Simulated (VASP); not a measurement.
Given:

```
CELL_PARAMETERS angstrom
      0.00000     2.35355     2.35355
      2.35355     0.00000     2.35355
      2.35355     2.35355     0.00000
ATOMIC_POSITIONS crystal
  Cd 0.00000 0.00000 0.00000
  O  0.50000 0.50000 0.50000
```

Computed with PBEsol GGA with spin-orbit coupling, VASP's PBE PAW potentials (set 64) (plane waves; VASP). Numerical set-up: 520 eV cut-off, 12×12×12 Γ-centred mesh, Gaussian smearing of 0.050 eV, potentials Cd O.

**Question.** Predict the energy per atom (σ→0), band gap (over mesh and band path) with the smallest direct gap where there is one.

**Answer.** 
```
Quantity                                                              Result
----------------------------------  ----------------------------------------
band gap (over mesh and band path)  none (metal, semimetal or under 0.01 eV)
energy per atom (σ→0)                                         -4.265 eV/atom
```

Total energies compare only between runs with the same potentials, cut-off and functional.

The compound is CdO in the rock salt structure. It was relaxed first.
